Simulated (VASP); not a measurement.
Computed with rev-vdW-DF2, VASP's PBE PAW potentials (set 64) (plane waves; VASP 6.6.1).

VASP ran on this input.

### POSCAR
```
BaZrO3
4.1709570
  1.0000001176   0.0000000000   0.0000000000
  0.0000000000   1.0000001176   0.0000000000
  0.0000000000   0.0000000000   1.0000001176
Ba Zr O
1 1 3
Direct
  0.0000000000   0.0000000000   0.0000000000
  0.5000000000   0.5000000000   0.5000000000
  0.5000000000   0.0000000000   0.5000000000
  0.0000000000   0.5000000000   0.5000000000
  0.5000000000   0.5000000000   0.0000000000
```

### INCAR
```
NELM=100
ISIF=2   ! forces and stress, cell fixed
LASPH=.TRUE.   ! aspherical one-centre terms
PREC=Accurate
ENCUT=520
GGA=MK
ALGO=Normal   ! blocked Davidson
ZAB_VDW=-1.8867
SIGMA=0.05   ! width (eV)
LCHARG=.FALSE.
PARAM2=0.7114
PARAM1=0.1234568
SYSTEM=BaZrO3
AGGAC=0.0
ISMEAR=0   ! Gaussian
LWAVE=.FALSE.
LREAL=.FALSE.
EDIFF=1E-7   ! SCF stop (eV)
LMAXMIX=4   ! l cut-off of mixed one-centre charges
LUSE_VDW=.TRUE.
```

**KPOINTS**
```
Automatic mesh
0
Gamma
5 5 5
0 0 0
```

POTCAR, in this order: Ba_sv Zr_sv O (PBE.64 set). Program: vasp_std.

What does the run give for the energy per atom (σ→0), pressure?

```
Quantity                        Value
---------------------  --------------
energy per atom (σ→0)  -6.814 eV/atom
pressure                     5.14 GPa
```

File OSZICAR:
```
...
DAV:  10    -0.340686006180E+02   -0.11862E-02   -0.17435E-02   640   0.116E+00    0.260E-01
DAV:  11    -0.340681376492E+02    0.46297E-03   -0.29016E-03   632   0.452E-01    0.393E-02
DAV:  12    -0.340681656662E+02   -0.28017E-04   -0.13860E-04   632   0.929E-02    0.280E-02
DAV:  13    -0.340681722479E+02   -0.65816E-05   -0.19260E-05   736   0.352E-02    0.431E-03
DAV:  14    -0.340681726117E+02   -0.36382E-06   -0.28878E-06   640   0.116E-02    0.523E-03
DAV:  15    -0.340681725696E+02    0.42035E-07   -0.12918E-06   632   0.856E-03    0.463E-04
DAV:  16    -0.340681725804E+02   -0.10776E-07   -0.48846E-08   448   0.189E-03
   1 F= -.34068173E+02 E0= -.34068173E+02  d E =-.215118E-21
```

The compound is BaZrO3 in the cubic perovskite structure. This cell is one point of a volume scan, at 0.97 of the reference volume.
